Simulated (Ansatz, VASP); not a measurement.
# Cross-check of WS2 between VASP and Ansatz

Wanted: the spread between two codes on one cell, functional and k mesh. The cell is taken from a series of runs on this material, whose earlier steps may have relaxed, scaled, displaced or heated it; both programs get it as it stands.

Program: Ansatz 0.2.0. Level of theory: plane waves, with VASP 6.6.1 beside it; relaxation of cell and atoms at LDA and zone-centre phonons at LDA. Results are calculated unless marked as measured.

## Step 1: Starting point

The structure is hexagonal, space group P-6m2 (No. 187). The conventional cell has a = 3.125 Å, b = 3.125 Å, c = 16.953 Å, α = 90.00°, β = 90.00°, γ = 120.00°. W has 6 S at 2.39 Å nearest. Nearest to S lie 3 W at 2.39 Å. Farther neighbours and most contacts between anions are not listed.

Structure file:

```cif
data_structure
_symmetry_space_group_name_H-M 'P-6m2'
_symmetry_Int_Tables_number 187
_cell_length_a 3.1255
_cell_length_b 3.1255
_cell_length_c 16.9531
_cell_angle_alpha 90.000
_cell_angle_beta 90.000
_cell_angle_gamma 120.000
_cell_volume 143.42
loop_
_atom_site_label
_atom_site_type_symbol
_atom_site_symmetry_multiplicity
_atom_site_Wyckoff_symbol
_atom_site_fract_x
_atom_site_fract_y
_atom_site_fract_z
_atom_site_occupancy
W1 W 1 e 0.66667 0.33333 0.00000 1
S1 S 2 g 0.00000 0.00000 0.90795 1
```

## Step 2: VASP: relaxation of cell and atoms, LDA

The relaxed volume is the usual yardstick between codes: in a stiff, nearly cubic crystal its relative difference is about their pressure difference at one cell divided by the bulk modulus.

Lines of VASP's logs that name or quote its potential files are left out, and so is its time.

Input file INCAR:

```
SYSTEM = WS2
PREC = Accurate
ENCUT = 600
EDIFF = 1E-07
NELM = 120
ISMEAR = 0
SIGMA = 0.01
LREAL = .FALSE.
ALGO = Normal
GGA = CA
NBANDS = 15
LASPH = .TRUE.
LORBIT = 11
LWAVE = .FALSE.
LCHARG = .FALSE.
ISIF = 3
IBRION = 2
NSW = 80
EDIFFG = -0.005
GGA_COMPAT = .FALSE.
NELMIN = 4
EFERMI = MIDGAP
KPAR = 2
```

Input file POSCAR:

```
WS2
1.0
    3.1254550000      0.0000000000      0.0000000000
   -1.5627270000      2.7067230000      0.0000000000
    0.0000000000      0.0000000000     16.9531210000
W S
1 2
Direct
    0.3333332267      0.6666666667      0.0000000000
    0.6666664534      0.3333333333      0.9079459175
    0.6666664534      0.3333333333      0.0920540825
```

Input file KPOINTS:

```
Automatic mesh
0
Gamma
9 9 2
0 0 0
```

Potentials, in the order of the species: W and S (LDA family, release 64).

Run with:

```sh
mpirun -np 2 vasp_std
```

Numbers of over 12 decimals in the logs are rounded to 6 here.

The program printed:

```text
[banner, memory and clock lines left out]
running    2 mpi-ranks, on    1 nodes
 distrk:  each k-point on    1 cores,    2 groups
 distr:  one band on    1 cores,    1 groups

 POSCAR found type information on POSCAR W S
 POSCAR found :  2 types and       3 ions
 LDA part: xc-table for (Slater(with rela. corr.)+CA(PZ))
 , standard interpolation
 POSCAR, INCAR and KPOINTS ok, starting setup
 FFT: planning ... GRIDC
 FFT: planning ... GRID_SOFT
 FFT: planning ... GRID
 WAVECAR not read
 entering main loop
       N       E                     dE             d eps       ncg     rms          rms(c)
DAV:   1     0.118844995571E+03    0.11884E+03   -0.70784E+03   720   0.103E+03
DAV:   2    -0.149214765162E+02   -0.13377E+03   -0.12405E+03  1088   0.193E+02
DAV:   3    -0.273628394766E+02   -0.12441E+02   -0.12299E+02  1029   0.655E+01
DAV:   4    -0.276051512927E+02   -0.24231E+00   -0.24184E+00   918   0.108E+01
DAV:   5    -0.276113992946E+02   -0.62480E-02   -0.62472E-02  1038   0.164E+00    0.293E+01
DAV:   6    -0.264705570387E+02    0.11408E+01   -0.29190E+00  1007   0.120E+01    0.127E+01
DAV:   7    -0.263122741341E+02    0.15828E+00   -0.10249E+00   909   0.788E+00    0.593E+00
DAV:   8    -0.262386398614E+02    0.73634E-01   -0.15203E-01   930   0.347E+00    0.870E-01
DAV:   9    -0.262374943651E+02    0.11455E-02   -0.26391E-02  1007   0.114E+00    0.472E-01
DAV:  10    -0.262361495837E+02    0.13448E-02   -0.75421E-03   930   0.582E-01    0.189E-01
DAV:  11    -0.262362125225E+02   -0.62939E-04   -0.59924E-04   944   0.201E-01    0.510E-02
DAV:  12    -0.262363227601E+02   -0.11024E-03   -0.14169E-04   874   0.773E-02    0.340E-02
DAV:  13    -0.262364448679E+02   -0.12211E-03   -0.75462E-05   888   0.408E-02    0.188E-02
DAV:  14    -0.262366066127E+02   -0.16174E-03   -0.60101E-05   790   0.294E-02    0.263E-02
DAV:  15    -0.262366353326E+02   -0.28720E-04   -0.48844E-06  1000   0.130E-02    0.584E-03
DAV:  16    -0.262366976782E+02   -0.62346E-04   -0.11909E-05   916   0.109E-02    0.497E-03
DAV:  17    -0.262367275503E+02   -0.29872E-04   -0.86889E-07   944   0.407E-03    0.229E-03
DAV:  18    -0.262367622252E+02   -0.34675E-04   -0.20059E-06   839   0.408E-03    0.104E-03
DAV:  19    -0.262367698905E+02   -0.76653E-05   -0.38223E-07   861   0.185E-03    0.463E-04
DAV:  20    -0.262367737231E+02   -0.38325E-05   -0.26050E-07   694   0.115E-03    0.177E-04
DAV:  21    -0.262367740842E+02   -0.36117E-06   -0.11465E-08   787   0.356E-04    0.107E-04
DAV:  22    -0.262367742575E+02   -0.17323E-06   -0.64055E-09   675   0.237E-04    0.637E-05
DAV:  23    -0.262367742684E+02   -0.10975E-07   -0.54527E-10   724   0.101E-04
   1 F= -.26236774E+02 E0= -.26236774E+02  d E =-.262368E+02
[...]
2 F= -.26236763E+02 E0= -.26236763E+02  d E =0.114514E-04
[...]
3 F= -.26236796E+02 E0= -.26236796E+02  d E =-.220031E-04
[...]
4 F= -.26236799E+02 E0= -.26236799E+02  d E =-.239077E-05
 trial-energy change:   -0.000002  1 .order   -0.000004   -0.000023    0.000015
 step:   0.4755(harm=  0.5460)  dis= 0.00026  next Energy=   -26.236802 (dE=-0.595E-05)
 bond charge predicted
       N       E                     dE             d eps       ncg     rms          rms(c)
DAV:   1    -0.262368071213E+02   -0.85078E-05   -0.26544E-04   909   0.102E-01    0.123E-02
DAV:   2    -0.262368034113E+02    0.37100E-05   -0.13791E-05   902   0.281E-02    0.654E-03
DAV:   3    -0.262368028344E+02    0.57691E-06   -0.27518E-06   874   0.125E-02    0.555E-03
DAV:   4    -0.262368024884E+02    0.34601E-06   -0.76328E-07   895   0.482E-03    0.370E-03
DAV:   5    -0.262368024528E+02    0.35592E-07   -0.19266E-07   868   0.295E-03
   5 F= -.26236802E+02 E0= -.26236802E+02  d E =-.618130E-05
 curvature:  -0.32 expect dE=-0.307E-06 dE for cont linesearch -0.303E-07
 trial: gam= 0.02376 g(F)=  0.361E-06 g(S)=  0.588E-06 ort = 0.175E-05 (trialstep = 0.804E+00)
 search vector abs. value=  0.105E-05
 reached required accuracy - stopping structural energy minimisation
```

Parts of OUTCAR (step 2):

```text
ion  position               nearest neighbor table
   1  0.333  0.667  0.000-   2 2.39   3 2.39   2 2.39   3 2.39   2 2.39   3 2.39
   2  0.667  0.333  0.908-   1 2.39   1 2.39   1 2.39
   3  0.667  0.333  0.092-   1 2.39   1 2.39   1 2.39

  LATTYP: Found a hexagonal cell.
 ALAT       =     3.1254550000
 C/A-ratio  =     5.4242089552

 Subroutine GETGRP returns: Found 12 space group operations
 (whereof 12 operations were pure point group operations)

The static configuration has the point symmetry D_3h.

 Found     24 irreducible k-points:

   k-points           NKPTS =     24   k-points in BZ     NKDIM =     24   number of bands    NBANDS=     15

   dimension x,y,z NGX =    28 NGY =   28 NGZ =  140
   dimension x,y,z NGXF=    56 NGYF=   56 NGZF=  280

   ENCUT  =  600.0 eV  44.10 Ry    6.64 a.u.   6.24  6.24 33.86*2*pi/ulx,y,z

   NELECT =      18.0000    total number of electrons

 k-points in reciprocal lattice and weights: Automatic mesh
   0.00000000  0.00000000  0.00000000       0.006
   0.11111111  0.00000000  0.00000000       0.037
   0.22222222  0.00000000  0.00000000       0.037
   0.33333333  0.00000000  0.00000000       0.037
   0.44444444  0.00000000  0.00000000       0.037
   0.11111111  0.11111111  0.00000000       0.037
   0.22222222  0.11111111  0.00000000       0.074
   0.33333333  0.11111111  0.00000000       0.074
   0.44444444  0.11111111  0.00000000       0.037
[...]
0.33333333  0.22222222  0.50000000       0.074
   0.33333333  0.33333333  0.50000000       0.012

 average (electrostatic) potential at core
       1 -47.4899       2 -93.4577       3 -93.4577

 E-fermi :  -0.6487

 k-point     1 :       0.0000    0.0000    0.0000
  band No.  band energies     occupation
    ...
      5      -4.5181      2.00000
      6      -3.8530      2.00000
      7      -3.2012      2.00000
      8      -3.2012      2.00000
      9      -1.8264      2.00000
     10       1.4179      0.00000
     11       1.4179      0.00000
     12       1.6049      0.00000
     13       1.6049      0.00000
     14       3.5686      0.00000
    ...

 k-point     2 :       0.1111    0.0000    0.0000
  band No.  band energies     occupation
    ...
      5      -4.4647      2.00000
      6      -4.2997      2.00000
      7      -3.5276      2.00000
      8      -2.9662      2.00000
      9      -1.9135      2.00000
     10       1.0798      0.00000
     11       1.2578      0.00000
     12       1.4117      0.00000
     13       1.7989      0.00000
     14       3.9720      0.00000
    ...

 k-point     3 :       0.2222    0.0000    0.0000
  band No.  band energies     occupation
    ...
      5      -5.4028      2.00000
      6      -4.1784      2.00000
      7      -3.7398      2.00000
      8      -3.1743      2.00000
      9      -2.4123      2.00000
     10       0.6454      0.00000
     11       1.0938      0.00000
     12       1.4964      0.00000
     13       2.5194      0.00000
     14       4.6721      0.00000
    ...

  Total       -0.0029873     -0.0029873     -0.0043270     -0.0000000     -0.0000000      0.0000000
  in kB       -0.0334003     -0.0334003     -0.0483784     -0.0000000     -0.0000000      0.0000000
  external PRESSURE =      -0.0383930 kB  Pullay stress =       0.0000000 kB

  energy-cutoff  :      600.00
  volume of cell :      143.30
      direct lattice vectors                 reciprocal lattice vectors
     3.123893992 -0.000000000  0.000000000     0.320113295  0.184817467 -0.000000000
    -1.561946497  2.705371128 -0.000000000     0.000000000  0.369635053 -0.000000000
    -0.000000000  0.000000000 16.955957089    -0.000000000  0.000000000  0.058976323

 POSITION                                       TOTAL-FORCE (eV/Angst)
 -----------------------------------------------------------------------------------
     -0.00000      1.80358     16.95596         0.000000     -0.000000      0.000000
      1.56195      0.90179     15.39482        -0.000000      0.000000     -0.001934
      1.56195      0.90179      1.56114        -0.000000      0.000000      0.001934
 -----------------------------------------------------------------------------------
    total drift:                                0.000709      0.000002     -0.000000

  FREE ENERGIE OF THE ION-ELECTRON SYSTEM (eV)
  ---------------------------------------------------
  free  energy   TOTEN  =       -26.2368024528 eV

  energy  without entropy=      -26.2368024528  energy(sigma->0) =      -26.23680245

 reached required accuracy - stopping structural energy minimisation

 total charge
# of ion       s       p       d       tot
------------------------------------------
    1        0.579   0.745   4.349   5.673
    2        1.357   2.367   0.000   3.724
    3        1.357   2.367   0.000   3.724
--------------------------------------------------
tot          3.294   5.478   4.349  13.121

[... 3 further parts left out ...]
```

This run has no spin polarisation, so a moment on W, if there is one, isn't seen. The data set W keeps the semicore shell frozen, which is cheaper and a little less accurate.

## Step 3: Ansatz: relaxation of cell and atoms, LDA

Ansatz runs on its default PAW (the set named soft_2) files.

The same cell, functional (in two slightly different forms) and mesh now go to Ansatz, which takes its cutoff from its data sets.

Input file input.yaml:

```yaml
crystal:
  lattice:
    - [3.1254545632, 0.0, 0.0]
    - [-1.5627272816, 2.7067230501, 0.0]
    - [0.0, 0.0, 16.9531213478]
  atoms:
    - { symbol: W, position: [0.3333333333, 0.6666666667, 0.0] }
    - { symbol: S, position: [0.6666666667, 0.3333333333, 0.9079458994] }
    - { symbol: S, position: [0.6666666667, 0.3333333333, 0.0920541006] }
kpoints:
  mp_grid: { grid: [9, 9, 2] }
hamiltonian:
  xc: lda
scf:
  occupations: { method: fixed }
output:
  forces: true
  stress: true
  eigenvalues: true
relax:
  adjacent_minimum: "off"
  f_tol: 0.001
  max_steps: 60
  cell: { stress_tol: 0.01 }
```

Run with:

```sh
ansatz run input.yaml --threads 2 --pin off --max-ram 5120MiB --backend cpu --events-out ev --progress --plain --runs-dir out
```

The program printed:

```text
Engine: ansatz 0.2.0, aarch64-unknown-linux-gnu
Pseudopotentials: kind: paw
Pseudopotential: W, paw, valence charge 14, recommended cutoff 420 eV (normal), W.paw.azcp
Pseudopotential: S, paw, valence charge 6, recommended cutoff 420 eV (normal), S.paw.azcp
Functional definition: SPW92
  exchange = slater_x
  correlation = pw_c
Crystal: 3 atoms, lattice volume = 143.419 Å³
Basis set: ecut = 420 eV, 2793 PW (Γ)
Bands: 17, of which v1, the nominal top of the filled ones, is band 13 counted from 1 (12 counted from 0)
Symmetry: 12 space group operations
Space group: P-6m2 (ITA 187), of the structure as read, at distance tolerance 5.2e-5 Å
k-points: 24 of 162 (time reversal used)
Non-local potential: W, projectors of the file, l = 0: 3, l = 1: 2, l = 2: 2, l = 3: 1
Non-local potential: S, projectors of the file, l = 0: 2, l = 1: 2, l = 2: 2
PAW form: soft (Blöchl's): semilocal exchange-correlation on the pseudo side does not see the compensation charge
PAW frozen core: W, regenerated for the run's functional, and the local potential with it (the file was generated under x = pbe(κ = 0.804, μ = 0.219515), c = pbe(β = 0.066725))
PAW frozen core: S, regenerated for the run's functional, and the local potential with it (the file was generated under x = pbe(κ = 0.804, μ = 0.219515), c = pbe(β = 0.066725))
PAW one-centre angular grid: W, 590 points (default); XC on 64 Gauss nodes
PAW one-centre angular grid: S, 110 points (default); XC on 64 Gauss nodes
Initial density: superposition of atomic densities (neutral atoms: chi_scale 0, normalization atom), corrected by the library's trained network
Initial wavefunctions: pseudopotential atomic-orbital guess
Functional: x = slater, c = lda
SCF iter   1: F=—  HF=-11871.605686 eV  |F-HF|=—  |Δ(HF+E_count)|=         —  Δρ=7.05e-3  dr2=1.67e-1  ethr=1.77e-3  ⟨swp⟩=6.4  Hψ=2289  notcnv=0  defer=29
preconditioner: auto → none  [insulator: Δε(μ)=1.958 eV  Ē_g=8.822 eV  n_scr=10 (ndim 8)  ℏωp=13.2 eV  f_vac=0.609  ε∞_Penn≈3.2]
SCF iter   2: F=—  HF=-11871.677006 eV  |F-HF|=—  |Δ(HF+E_count)|=   7.13e-2  Δρ=1.04e-2  dr2=5.90e-1  ethr=6.44e-4  ⟨swp⟩=4.1  Hψ=1154  notcnv=0  defer=45  recentre
SCF iter   3: F=—  HF=-11871.582195 eV  |F-HF|=—  |Δ(HF+E_count)|=   9.48e-2  Δρ=2.51e-3  dr2=5.27e-3  ethr=6.44e-4  ⟨swp⟩=3.0  Hψ=683  notcnv=0  defer=46
SCF iter   4: F=—  HF=-11871.583149 eV  |F-HF|=—  |Δ(HF+E_count)|=   9.54e-4  Δρ=4.64e-4  dr2=1.94e-4  ethr=2.03e-5  ⟨swp⟩=2.5  Hψ=848  notcnv=0  defer=48
SCF iter   5: F=—  HF=-11871.583204 eV  |F-HF|=—  |Δ(HF+E_count)|=   5.46e-5  Δρ=9.14e-5  dr2=9.59e-6  ethr=7.48e-7  ⟨swp⟩=2.3  Hψ=664  notcnv=0  defer=48
SCF iter   6: F=—  HF=-11871.583155 eV  |F-HF|=—  |Δ(HF+E_count)|=   4.88e-5  Δρ=2.11e-5  dr2=8.29e-7  ethr=3.69e-8  ⟨swp⟩=2.2  Hψ=718  notcnv=0  defer=48
SCF iter   7: F=-11871.583155 eV  HF=-11871.583155 eV  |F-HF|=2.60e-8  |Δ(HF+E_count)|=   1.83e-7  Δρ=5.59e-6  dr2=4.67e-8  ethr=3.85e-10  ⟨swp⟩=11.2  Hψ=2959  notcnv=0
SCF 1 converged in 7 iterations: F = -11871.583155 eV  dr2 = 4.67e-8
  greatest PAW one-centre occupation: 1.000 electrons in one spin orbital (limit 2), on the W atom at site 0 (counted from 0), in its partial waves of l = 0
relax step   1: F+E_penalty+E_count = -11871.58315497 eV  Δ(F+E_penalty+E_count) = +0.000e0 eV  max|allowed force component| = 1.744e-3 eV/Å  Δτ_max = 0.0000 Å  P = -0.007 GPa  Ω = 143.419 Å³  (7 SCF iters, dr2 threshold 1.00e-7 eV, accepted)
[...]
relax step   2: F+E_penalty+E_count = -11871.58315643 eV  Δ(F+E_penalty+E_count) = -1.457e-6 eV  max|allowed force component| = 1.722e-4 eV/Å  Δτ_max = 0.0000 Å  P = +0.002 GPa  Ω = 143.400 Å³  energy of the carried Pulay correction = +1.135e-6 eV  (5 SCF iters, dr2 threshold 1.90e-10 eV, accepted)
[...]
relax step   3: F+E_penalty+E_count = -11871.58315437 eV  Δ(F+E_penalty+E_count) = +2.054e-6 eV  max|allowed force component| = 1.729e-4 eV/Å  Δτ_max = 0.0000 Å  P = +0.002 GPa  Ω = 143.400 Å³  stress off target by 2.24e-3 GPa  SCF on the basis re-selected at this cell (its energy is not comparable with the rows above)  (7 SCF iters)
basis re-selected at this cell: Δ(F+E_penalty+E_count) = +2.054e-6 eV, ΔP = +0.000 GPa vs the last step (what re-selecting the basis moved, of the pressure what is left beyond the Pulay correction that the steps carried, after the strain that the cell walked since its last selection, with what the two solves' SCF thresholds leave and, on support functions, any second-order correction that the steps lacked; it is no m [...]
SCF converged after 7 iterations
Free energy (F): -11871.583154 eV
Harris-Foulkes:  -11871.583154 eV  (|F-HF|=1.82e-12)
Internal energy: -11871.583154 eV  (E = F + TS)
E sigma→0 (E₀):  -11871.583154 eV
Fermi energy:    0.265917 eV
--- Per-component energies (eV) ---
  E_band       = -466.858438
  E_kinetic    = 669.987707
  E_local      = -12816.589608  (includes V_loc(G=0)·N_el)
  E_nonlocal   = 65.257014
  E_hartree    = 6086.462162
  E_xc         = -459.454035
  E_vxc        = -416.837309  (∫ρ·V_xc dr)
  E_paw        = -9447.479879  (= ΣΔE_a)
  E_vpaw       = -141.600524  (= ΣTr[D̂ρ^β])
  E_aug_tail   = -0.000067  (compensation charges beyond the density's cutoff)
  E_ewald      = 4029.644003
  E_core_change = 0.589548  (= ΣΔE_core)
  E_smearing   = -0.000000  (= −TS)
  E_closure    = -0.000000  (closes the sum)
  Σ components = -11871.583154   (vs F -11871.583154, Δ=0.00e0)
--- Forces (eV/Å), atoms counted from 1 ---
  atom   1  W      0.00000000     0.00000000    -0.00000000
  atom   2  S      0.00000000    -0.00000000    -0.00017294
  atom   3  S     -0.00000000    -0.00000000     0.00017294
  max |Σ_I F_I| component: 2.54e-17 eV/Å
--- Stress (GPa, compression-positive) ---
        0.002241      -0.000000      -0.000000
       -0.000000       0.002241       0.000000
       -0.000000       0.000000       0.000170
  P = ⅓ Tr σ = 0.0016 GPa (0.016 kbar)
--- Band table (eV; the first three rows and the last of 24) ---
  k-point 0: bands = [... 9 lower, -1.9357, -1.2913, -1.2913, 0.1091, 3.3196, 3.3196, 3.5136, 3.5136]
  k-point 1: bands = [... 9 lower, -1.9357, -1.2913, -1.2913, 0.1091, 3.3196, 3.3196, 3.5136, 3.5136]
  k-point 2: bands = [... 9 lower, -2.3874, -1.6171, -1.0521, 0.0208, 2.9896, 3.1619, 3.3212, 3.7040]
  k-point 23: bands = [... 9 lower, -3.5966, -3.0372, -2.1129, 0.2659, 2.2530, 3.5613, 4.5053, 6.1542]
--- Relaxed structure (2 steps of the walk, 2 accepted, 1 SCFs on fresh bases) ---
  F+E_penalty+E_count = -11871.58315437 eV   max|allowed force component| = 1.729e-4 eV/Å   (the final SCF, on the basis selected at the relaxed cell)
  cell:  # Å, volume = 143.4000 Å³
    - [3.125272, 0.0, 0.0]
    - [-1.562636, 2.706565, 0.0]
    - [0.0, 0.0, 16.952858]
  atoms:
    - { symbol: W, position: [0.333333, 0.666667, 0] }
    - { symbol: S, position: [0.666667, 0.333333, 0.907946] }
    - { symbol: S, position: [0.666667, 0.333333, 0.092054] }
```

## Step 4: Comparison

Known differences besides the potentials themselves: the two LDA forms differ slightly; fixed occupations in Ansatz, narrow Gaussian smearing in VASP; the data sets hold 26 valence electrons in Ansatz (on its default PAW (the set named soft_2) files) and 18 in VASP; the cutoff is 420 eV in Ansatz and 600 eV in VASP; VASP's log shows a relativistic correction to its local exchange, Ansatz's none; Ansatz adds a Pulay correction to the stress that steers its cell, VASP none. Total energies have different zeros and are not compared.

The two programs side by side:

```csv
quantity,Ansatz,VASP,difference
volume (Å³),143.40,143.30,+0.07 %
"edge a after relaxation, in the typed setting (Å)",3.125,3.124,+0.04 %
"edge c after relaxation, in the typed setting (Å)",16.953,16.956,-0.02 %
```

[end of part 1 of 2]

[Lines on the potential files, build, host, timing and source positions are cut from VASP's logs without a mark.]

[Logs are printed without paths, hosts, clocks, repeated set-up lines and the standing remarks that a program may print on its own settings, such as how far it seeks lower states.]

[Hosts, paths, dates, database ids (printed as entryN), source tags and the programs' standing remarks are cut or masked in the printed files.]
